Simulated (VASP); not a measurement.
Energy against volume of BaZrO3 (cubic perovskite). Method: RPBE GGA, VASP's PBE PAW potentials (set 64) (plane waves; VASP). Settings: 520 eV cut-off, 5×5×5 Γ-centred mesh, Gaussian smearing of 0.050 eV, potentials Ba_sv Zr_sv O.

```csv
V (Å³/atom),E (eV/atom)
15.110,-7.93981
15.577,-7.94640
16.044,-7.94084
16.511,-7.92505
```

Problem. Fit these four points and predict the energy of the run at 14.642 Å³/atom.

Solution. A cubic in V^(−2/3), the third-order Birch-Murnaghan form, passes through the four points with V0 = 15.58 Å³/atom and B0 = 138 GPa, and gives -7.9187 eV/atom there. The run gave -7.9190 eV/atom, -0.2 meV/atom from the fit; all five points give B0 = 138 GPa.

The compound is BaZrO3 in the cubic perovskite structure. It was relaxed first, which changed the volume by +6 %.
